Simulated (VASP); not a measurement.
# GeSb4Te7: cell size and functional, part 3 of 3

Which functional gives which lattice for GeSb4Te7? The starting structure is a computed structure from the Materials Project. The first relaxation on each setting starts from this cell expanded by 3 % in volume.

VASP 6.6.1.

Results so far: PBEsol 30.46 Å³ an atom; LDA 29.79 Å³ an atom; PBE 32.91 Å³ an atom; PBEsol + D3(BJ) 28.99 Å³ an atom; r2SCAN 32.83 Å³ an atom; r2SCAN + rVV10 31.81 Å³ an atom.

**8. Relaxation with rev-vdW-DF2**

Level of this step: rev-vdW-DF2; plane waves and PAW (Te, Sb, Ge_d) (VASP).

rev-vdW-DF2 revises the exchange of vdW-DF2 for solids. This run starts from the cell of an earlier relaxation, which isn't shown; the restart sets up the plane waves anew.

INCAR

```
SYSTEM = GeSb4Te7
PREC = Accurate
ENCUT = 450
EDIFF = 1E-06
NELM = 100
ISMEAR = 0
SIGMA = 0.03
LREAL = .FALSE.
ALGO = Normal
GGA = MK
AGGAC = 0
LUSE_VDW = .TRUE.
PARAM1 = 0.1234
PARAM2 = 0.711357
ZAB_VDW = -1.8867
LASPH = .TRUE.
NBANDS = 50
LORBIT = 11
LWAVE = .FALSE.
LCHARG = .FALSE.
KPAR = 4
NCORE = 4
IBRION = 2
NSW = 50
ISIF = 3
EDIFFG = -0.006
```

POSCAR

```
GeSb4Te7
1.0
    4.3042284572      0.0000000000      0.0000000000
   -2.1521142285      3.7275711875      0.0000000000
    0.0000000000      0.0000000000     23.6644294519
Te Sb Ge
7 4 1
Direct
    0.0000000000      0.0000000000      0.2714003029
    0.0000000000      0.0000000000      0.0000000000
    0.3333333333      0.6666666667      0.5711796270
    0.6666666667      0.3333333333      0.4288203730
    0.0000000000      0.0000000000      0.7285996971
    0.6666666667      0.3333333333      0.1568596119
    0.3333333333      0.6666666667      0.8431403881
    0.6666666667      0.3333333333      0.6558635991
    0.3333333333      0.6666666667      0.0838201040
    0.3333333333      0.6666666667      0.3441364009
    0.6666666667      0.3333333333      0.9161798960
    0.0000000000      0.0000000000      0.5000000000
```

KPOINTS

```
Automatic mesh
0
Gamma
6 6 1
0 0 0
```

PAW data sets: Te, Sb and Ge_d (PBE family, release 64).

The run is started by

```console
$ mpirun -np 16 vasp_std
```

Output:

```text
[banner, memory and clock lines left out]
running   16 mpi-ranks, on    1 nodes
[...]
[... a notice as in an earlier step ...]

 [... a notice as in an earlier step ...]

 LDA part: xc-table for (Slater+PW92), standard interpolation
 POSCAR, INCAR and KPOINTS ok, starting setup
[...]
entering main loop
       N       E                     dE             d eps       ncg     rms          rms(c)
DAV:   1     0.543829619721E+03    0.54383E+03   -0.25272E+04   728   0.139E+03
DAV:   2     0.572558790512E+02   -0.48657E+03   -0.46361E+03   780   0.285E+02
DAV:   3    -0.192604127268E+02   -0.76516E+02   -0.72503E+02   856   0.116E+02
DAV:   4    -0.236085989838E+02   -0.43482E+01   -0.42703E+01   848   0.305E+01
[...]
DAV:  15    -0.234792075093E+02    0.10868E-04   -0.31035E-05   806   0.202E-02    0.446E-02
DAV:  16    -0.234792064063E+02    0.11030E-05   -0.57682E-06   808   0.881E-03    0.368E-02
DAV:  17    -0.234792064358E+02   -0.29506E-07   -0.79043E-07   462   0.317E-03
   1 F= -.23479206E+02 E0= -.23479206E+02  d E =-.234792E+02
[...]
reached required accuracy - stopping structural energy minimisation
```

It took 51 s on 16 MPI ranks of Intel Xeon 6975P-C (Granite Rapids), shared host; peak memory 7.7 GiB; 13 min of CPU time.

From OUTCAR (step 8):

```text
  Total       -0.0195508     -0.0195508     -0.0189945     -0.0000000      0.0000000      0.0000000
  in kB       -0.0825009     -0.0825009     -0.0801533     -0.0000000      0.0000000      0.0000000
  external PRESSURE =      -0.0817183 kB  Pullay stress =       0.0000000 kB

 POSITION                                       TOTAL-FORCE (eV/Angst)
 -----------------------------------------------------------------------------------
      0.00000      0.00000      6.42253        -0.000000      0.000000      0.001448
      0.00000      0.00000      0.00000         0.000000      0.000000     -0.000000
     -0.00000      2.48505     13.51664        -0.000000      0.000000     -0.001480
      2.15211      1.24252     10.14779        -0.000000     -0.000000      0.001480
      0.00000      0.00000     17.24190         0.000000     -0.000000     -0.001448
      2.15211      1.24252      3.71199         0.000000      0.000000      0.000708
     -0.00000      2.48505     19.95244         0.000000     -0.000000     -0.000708
      2.15211      1.24252     15.52064         0.000000     -0.000000     -0.003450
     -0.00000      2.48505      1.98355         0.000000      0.000000     -0.001148
     -0.00000      2.48505      8.14379        -0.000000      0.000000      0.003450
      2.15211      1.24252     21.68087         0.000000     -0.000000      0.001148
      0.00000      0.00000     11.83221         0.000000      0.000000     -0.000000
 -----------------------------------------------------------------------------------
    total drift:                                0.000000     -0.000000      0.000000

  FREE ENERGIE OF THE ION-ELECTRON SYSTEM (eV)
  ---------------------------------------------------
  free  energy   TOTEN  =       -23.4792064358 eV

  energy  without entropy=      -23.4792064358  energy(sigma->0) =      -23.47920644

[... 2 parts as in an earlier step ...]

[... 2 further parts left out ...]
[key lines of the parts left out:]
E-fermi :   6.3244
```

With rev-vdW-DF2 the relaxed cell holds 31.640 Å³ an atom, -3.28 % against the starting cell, with a = 4.304 Å and c = 23.664 Å. That is +3.88 % from PBEsol.

**9. Relaxation with AM05**

AM05 is built from the electron gas and the surface model, and does well on lattice constants. This run starts from the cell of an earlier relaxation, which isn't shown; the restart sets up the plane waves anew.

Changes to INCAR since step 8:

```diff
@@ -9,9 +9,3 @@
 ALGO = Normal
-GGA = MK
-AGGAC = 0
-LUSE_VDW = .TRUE.
-PARAM1 = 0.1234
-PARAM2 = 0.711357
-ZAB_VDW = -1.8867
-LASPH = .TRUE.
+GGA = AM
 NBANDS = 50
```

POSCAR

```
GeSb4Te7
1.0
    4.2570911546      0.0000000000      0.0000000000
   -2.1285455773      3.6867490861      0.0000000000
    0.0000000000      0.0000000000     23.6655415426
Te Sb Ge
7 4 1
Direct
    0.0000000000      0.0000000000      0.2744116518
    0.0000000000      0.0000000000      0.0000000000
    0.3333333333      0.6666666667      0.5699407994
    0.6666666667      0.3333333333      0.4300592006
    0.0000000000      0.0000000000      0.7255883482
    0.6666666667      0.3333333333      0.1551161866
    0.3333333333      0.6666666667      0.8448838134
    0.6666666667      0.3333333333      0.6535547378
    0.3333333333      0.6666666667      0.0827482057
    0.3333333333      0.6666666667      0.3464452622
    0.6666666667      0.3333333333      0.9172517943
    0.0000000000      0.0000000000      0.5000000000
```

KPOINTS is that of step 8.

The run is started by

```console
$ mpirun -np 16 vasp_std
```

Output:

```text
[... set-up lines as in an earlier step ...]
 entering main loop
       N       E                     dE             d eps       ncg     rms          rms(c)
DAV:   1     0.511388487414E+03    0.51139E+03   -0.25122E+04   788   0.137E+03
DAV:   2     0.301933400992E+02   -0.48120E+03   -0.46116E+03   796   0.304E+02
DAV:   3    -0.417864188349E+02   -0.71980E+02   -0.68940E+02   842   0.112E+02
DAV:   4    -0.459743064157E+02   -0.41879E+01   -0.40969E+01   840   0.303E+01
[...]
DAV:  13    -0.458514739837E+02   -0.41335E-04   -0.49866E-04   800   0.722E-02    0.103E-01
DAV:  14    -0.458514759487E+02   -0.19650E-05   -0.18542E-05   968   0.173E-02    0.109E-01
DAV:  15    -0.458514760159E+02   -0.67244E-07   -0.48033E-07   558   0.425E-03
   1 F= -.45851476E+02 E0= -.45851476E+02  d E =-.458515E+02
[...]
N       E                     dE             d eps       ncg     rms          rms(c)
DAV:   1    -0.458517221457E+02   -0.24620E-03   -0.51914E-03   928   0.412E-01    0.167E-01
[...]
DAV:   4    -0.458514614338E+02    0.78799E-05   -0.63674E-05   904   0.487E-02    0.221E-02
DAV:   5    -0.458514531766E+02    0.82572E-05   -0.32242E-05   896   0.306E-02    0.157E-02
DAV:   6    -0.458514523266E+02    0.85000E-06   -0.82798E-06   794   0.119E-02
   2 F= -.45851452E+02 E0= -.45851452E+02  d E =0.236893E-04
 trial-energy change:    0.000024  1 .order    0.000009   -0.000086    0.000104
 step:   0.3467(harm=  0.4533)  dis= 0.00007  next Energy=   -45.851490 (dE=-0.143E-04)
[...]
N       E                     dE             d eps       ncg     rms          rms(c)
DAV:   1    -0.458515976984E+02   -0.14452E-03   -0.22492E-03   912   0.271E-01    0.754E-02
DAV:   2    -0.458515127625E+02    0.84936E-04   -0.14323E-04   974   0.794E-02    0.376E-02
DAV:   3    -0.458514896217E+02    0.23141E-04   -0.25192E-05   892   0.259E-02    0.194E-02
DAV:   4    -0.458514792557E+02    0.10366E-04   -0.18422E-05   888   0.245E-02    0.944E-03
DAV:   5    -0.458514773719E+02    0.18837E-05   -0.96945E-06   912   0.159E-02    0.806E-03
DAV:   6    -0.458514774709E+02   -0.98902E-07   -0.16379E-06   508   0.592E-03
   3 F= -.45851477E+02 E0= -.45851477E+02  d E =-.145491E-05
[...]
reached required accuracy - stopping structural energy minimisation
```

It took 20 s on 16 MPI ranks; peak memory 4.6 GiB.

Parts of OUTCAR (step 9):

```text
  Total       -0.0114673     -0.0114673     -0.0114804     -0.0000000      0.0000000      0.0000000
  in kB       -0.0494822     -0.0494822     -0.0495387     -0.0000000      0.0000000      0.0000000
  external PRESSURE =      -0.0495011 kB  Pullay stress =       0.0000000 kB

 POSITION                                       TOTAL-FORCE (eV/Angst)
 -----------------------------------------------------------------------------------
      0.00000      0.00000      6.49335         0.000000     -0.000000     -0.001412
      0.00000      0.00000      0.00000        -0.000000     -0.000000      0.000000
     -0.00000      2.45755     13.48644        -0.000000      0.000000      0.003484
      2.12830      1.22878     10.17632        -0.000000     -0.000000     -0.003484
      2.12830      3.68633     17.16940        -0.000000      0.000000      0.001412
      2.12830      1.22878      3.67041         0.000000     -0.000000     -0.000857
     -0.00000      2.45755     19.99234        -0.000000      0.000000      0.000857
      2.12830      1.22878     15.46492         0.000000      0.000000      0.000124
     -0.00000      2.45755      1.95806        -0.000000     -0.000000     -0.000529
     -0.00000      2.45755      8.19783         0.000000     -0.000000     -0.000124
      2.12830      1.22878     21.70469         0.000000      0.000000      0.000529
      0.00000      0.00000     11.83138        -0.000000     -0.000000      0.000000
 -----------------------------------------------------------------------------------
    total drift:                                0.000000     -0.000000      0.000000

  FREE ENERGIE OF THE ION-ELECTRON SYSTEM (eV)
  ---------------------------------------------------
  free  energy   TOTEN  =       -45.8514774709 eV

  energy  without entropy=      -45.8514774709  energy(sigma->0) =      -45.85147747

[... 2 parts as in an earlier step ...]

[... 2 further parts left out ...]
[key lines of the parts left out:]
E-fermi :   6.6602
```

With AM05 the relaxed cell holds 30.942 Å³ an atom, -5.42 % against the starting cell, with a = 4.257 Å and c = 23.663 Å. That is +1.59 % from PBEsol.

**10. Comparison**

| level | volume (Å³/atom) | against the starting cell (%) | a (Å) | c (Å) | pressure left (GPa) | core minutes |
| --- | --- | --- | --- | --- | --- | --- |
| PBEsol | 30.458 | -6.89 | 4.2579 | 23.2782 | 0.0 | 111.0 |
| LDA | 29.79 | -8.94 | 4.2346 | 23.0191 | 0.0 | 83.0 |
| PBE | 32.906 | 0.59 | 4.3167 | 24.4689 | 0.0 | 71.3 |
| PBEsol + D3(BJ) | 28.989 | -11.38 | 4.2002 | 22.7688 | -0.01 | 104.0 |
| r2SCAN | 32.826 | 0.34 | 4.2885 | 24.732 | -0.02 | 94.2 |
| r2SCAN + rVV10 | 31.811 | -2.76 | 4.2726 | 24.1462 | 0.02 | 373.0 |
| rev-vdW-DF2 | 31.64 | -3.28 | 4.3042 | 23.6644 | -0.01 | 379.0 |
| AM05 | 30.942 | -5.42 | 4.2566 | 23.6628 | 0.0 | 57.8 |

Core minutes are wall time times ranks, summed over the relaxations behind a row (those for a bulk modulus apart), on shared hosts.

**11. What came out**

| Quantity | Value |
| --- | --- |
| volume, PBEsol | 30.46 Å³/atom |
| volume, LDA | 29.79 Å³/atom |
| volume, PBE | 32.91 Å³/atom |
| volume, PBEsol + D3(BJ) | 28.99 Å³/atom |
| volume, r2SCAN | 32.83 Å³/atom |
| volume, r2SCAN + rVV10 | 31.81 Å³/atom |
| volume, rev-vdW-DF2 | 31.64 Å³/atom |
| volume, AM05 | 30.94 Å³/atom |

**Reading.** Across 8 levels the volume of GeSb4Te7 spans 13.5 %, from 28.99 Å³ an atom (PBEsol + D3(BJ)) to 32.91 Å³ (PBE). Adding D3(BJ) to PBEsol changes the volume by -4.8 %. Adding rVV10 to r2SCAN changes the volume by -3.1 %. LASPH is on in some of these runs and off in others, which adds a little to the differences. The bonds form layers, and levels without a dispersion term can match their spacing only by luck. All runs keep the symmetry of the start, so they can't find a distortion of lower symmetry. Further runs on this material are not shown.

[Lines on the potential files, build, host, timing and source positions are cut from VASP's logs without a mark.]

[Logs are printed without paths, hosts, clocks, repeated set-up lines and the standing remarks that a program may print on its own settings, such as how far it seeks lower states.]

[Hosts, paths, dates, database ids (printed as entryN), source tags and the programs' standing remarks are cut or masked in the printed files.]
